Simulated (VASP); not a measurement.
Here is the system:

```xyz
2
Lattice="3.0090 0.0000 0.0000 0.0000 3.0090 0.0000 0.0000 0.0000 4.0410" Properties=species:S:1:pos:R:3 pbc="T T T"
Hg     0.0225    -0.0054     0.0146
Ti     1.4820     1.5099     2.0059
```

Computed with PBEsol GGA, VASP's PBE PAW potentials (set 64) (plane waves; VASP). Settings: 300 eV cut-off, 9×9×7 Γ-centred mesh, Gaussian smearing of 0.050 eV, potentials Hg Ti_sv.

At this cut-off the stress carries a Pulay error, which pulls relaxed volumes low.

Question: Which forces act on the atoms, in eV/Å?

Answer: 
| atom | Fx | Fy | Fz |
|---|---|---|---|
| Hg1 | -0.140 | 0.034 | -0.134 |
| Ti2 | 0.140 | -0.034 | 0.134 |

Question: Give the stress tensor in GPa (positive for a compressed cell).

Answer: 
```
-2.53  -0.01   0.10
-0.01  -2.49  -0.02
 0.10  -0.02  -3.26
```
The pressure is its mean diagonal, -2.76 GPa.

The structure comes from a measured TiHg entry of the Crystallography Open Database, whose conditions weren't checked. The cell was not relaxed at this level, atoms are displaced from their ideal sites.
